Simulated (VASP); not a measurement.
Crystal: HfTi2S5.

```
CELL_PARAMETERS angstrom
0.00000 4.40203 4.40203
4.40203 0.00000 4.40203
4.40203 4.40203 0.00000
ATOMIC_POSITIONS crystal
Hf 0.50000 0.50000 0.50000
Ti 0.00000 0.00000 0.00000
Ti 0.25000 0.25000 0.25000
S 0.75000 0.75000 0.75000
S 0.12685 0.61946 0.12685
S 0.12685 0.12685 0.12685
S 0.61946 0.12685 0.12685
S 0.12685 0.12685 0.61946
```

The cell was built by a generator and needn't be a form met in nature.

| Item | Value |
| --- | --- |
| Program | VASP 6.6.1 |
| Task | relaxation of cell and atoms |
| Functional | PBE |
| Potentials or basis | VASP PAW PBE potentials, release 64 (Hf_pv, Ti_sv, S) |
| Cutoff | 520 eV |
| k mesh | 3 × 3 × 3 |
| Occupations | gaussian, width 0.15 eV |
| Spin | no spin polarisation |

At the start: pressure 41.9 GPa; volume 21.33 Å³/atom.

Q: How do energy, volume and symmetry change on relaxing?

A: Over 18 steps the energy falls by 1128.0 meV/atom and the volume is 33.13 Å³/atom (+55.3 %); space group F-43m (No. 216, to 0.05 Å).

Step by step:
```
step  energy change (eV)  largest force (eV/Å)  pressure (GPa)  volume (Å³)
   1              0.0000                2.2584           41.87       170.60
   2             35.1621                0.6680          -35.61       348.54
   3             -8.1661                1.0260            6.34       226.85
   4             -8.4151                1.7174            6.04       237.23
   5             24.3637                1.9036           -0.91       289.33
   6             -2.0663                1.2658            1.02       275.64
   7             -8.2685                1.8895           -1.15       279.50
   8             -8.9972                0.4402           -0.66       270.10
   9             -9.0031                0.3443           -0.68       270.42
  10             -9.0059                0.1023           -0.93       271.31
  11             -9.0061                0.1540           -0.92       271.14
  12             -9.0217                0.1278            0.24       263.64
  13             -9.0231                0.1289           -0.01       265.25
  14             -9.0231                0.1286           -0.02       265.09
  15             -9.0227                0.1271            0.08       264.37
  16             -9.0231                0.1269            0.10       264.82
  17             -9.0231                0.1279            0.10       264.97
  18             -9.0240                0.0560            0.08       265.01
```

Final structure:
```
CELL_PARAMETERS angstrom
0.00000 5.09812 5.09812
5.09812 0.00000 5.09812
5.09812 5.09812 0.00000
ATOMIC_POSITIONS crystal
Hf 0.50000 0.50000 0.50000
Ti 0.00000 0.00000 0.00000
Ti 0.25000 0.25000 0.25000
S 0.75000 0.75000 0.75000
S 0.12514 0.62457 0.12514
S 0.12514 0.12514 0.12514
S 0.62457 0.12514 0.12514
S 0.12514 0.12514 0.62457
```

Caveat: the volume moved by over 15 % at a fixed basis, so the end points are rough; the relaxation stopped at a loose force limit of 0.08 eV/Å, so its end isn't a converged minimum.
